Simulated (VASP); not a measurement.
Output of a VASP run:

OSZICAR:
```
       N       E                     dE             d eps       ncg     rms          rms(c)
DAV:   1     0.213028868831E+03    0.21303E+03   -0.15636E+04   288   0.529E+03
DAV:   2     0.292969624317E+02   -0.18373E+03   -0.18208E+03   290   0.659E+02
DAV:   3    -0.281460577830E+01   -0.32112E+02   -0.31826E+02   312   0.204E+02
DAV:   4    -0.861769302775E+01   -0.58031E+01   -0.57964E+01   554   0.104E+02
DAV:   5    -0.869389860666E+01   -0.76206E-01   -0.76195E-01   358   0.115E+01    0.539E+00
DAV:   6    -0.860766741976E+01    0.86231E-01   -0.77515E-02   438   0.430E+00    0.311E+00
DAV:   7    -0.856234105268E+01    0.45326E-01   -0.73446E-02   396   0.353E+00    0.141E-01
DAV:   8    -0.856427710311E+01   -0.19361E-02   -0.51480E-03   406   0.116E+00    0.805E-02
DAV:   9    -0.856502922291E+01   -0.75212E-03   -0.74484E-04   358   0.166E-01    0.222E-02
DAV:  10    -0.856505445219E+01   -0.25229E-04   -0.45380E-05   430   0.558E-02    0.648E-03
DAV:  11    -0.856505762148E+01   -0.31693E-05   -0.40941E-06   314   0.286E-02    0.109E-03
DAV:  12    -0.856505770567E+01   -0.84187E-07   -0.41341E-07   326   0.113E-02    0.346E-04
DAV:  13    -0.856505774353E+01   -0.37862E-07   -0.22420E-08   282   0.167E-03    0.994E-05
DAV:  14    -0.856505773216E+01    0.11367E-07   -0.57466E-09   220   0.135E-03    0.481E-05
DAV:  15    -0.856505773288E+01   -0.71850E-09   -0.10605E-09   162   0.986E-04
   1 F= -.85650577E+01 E0= -.85650577E+01  d E =-.723232E-52
```

### OUTCAR
```
------------------------ aborting loop because EDIFF is reached ----------------------------------------
  FORCE on cell =-STRESS in cart. coord.  units (eV):
  Direction    XX          YY          ZZ          XY          YZ          ZX
  --------------------------------------------------------------------------------------
  Total        2.7779868      2.7779868      2.7779868      0.0000000      0.0000000     -0.0000000
  in kB      106.8375694    106.8375694    106.8375694      0.0000000      0.0000000     -0.0000000
  external PRESSURE =     106.8375694 kB  Pullay stress =       0.0000000 kB
  volume of cell :       41.66
      direct lattice vectors                 reciprocal lattice vectors
     0.000000000  2.751454000  2.751454000    -0.181722100  0.181722100  0.181722100
     2.751454000  0.000000000  2.751454000     0.181722100 -0.181722100  0.181722100
     2.751454000  2.751454000  0.000000000     0.181722100  0.181722100 -0.181722100
 POSITION                                       TOTAL-FORCE (eV/Angst)
 -----------------------------------------------------------------------------------
      0.00000      0.00000      0.00000         0.000000      0.000000      0.000000
      1.37573      1.37573      1.37573        -0.000000     -0.000000     -0.000000
 -----------------------------------------------------------------------------------
    total drift:                               -0.000000      0.000000      0.000000
  FREE ENERGIE OF THE ION-ELECTRON SYSTEM (eV)
  ---------------------------------------------------
  free  energy   TOTEN  =        -8.5650577329 eV

  energy  without entropy=       -8.5650577329  energy(sigma->0) =       -8.56505773
```
(Selected blocks of OUTCAR.)

**POSCAR**
```
Ge
1
    0.0000000000     2.7514540000     2.7514540000
    2.7514540000     0.0000000000     2.7514540000
    2.7514540000     2.7514540000     0.0000000000
Ge
2
Direct
  0.0000000000   0.0000000000   0.0000000000
  0.2500000000   0.2500000000   0.2500000000
```

Problem. Write an INCAR and KPOINTS that could have produced this output.

Solution. This is not unique; one that fits is the input of the run itself, PBE GGA, plane waves, VASP's PBE PAW potentials (set 64).

**INCAR**
```
! general
SYSTEM  =  Ge
PREC    =  Normal
ENCUT   =  500   ! plane-wave cut-off (eV)
LREAL   =  F   ! projection in real space or not
LASPH   =  T   ! aspherical one-centre terms

! electronic loop
EDIFF   =  1E-8
NELM    =  100
ALGO    =  Normal

! smearing
ISMEAR  =  0
SIGMA   =  0.01

! functional
GGA     =  PE   ! PBE

! output
LWAVE   =  T
LCHARG  =  F
```

KPOINTS:
```
Automatic mesh
0
Gamma
4 4 4
0 0 0
```

POTCAR, in this order: Ge_d_GW (PBE.64 set). Program: vasp_std.

The compound is Ge in the diamond structure. This cell is one point of a volume scan, at 0.92 of the reference volume. The k-mesh is coarse (spacing up to 0.49 per Å, 2π included), so the numbers may not be converged in it.
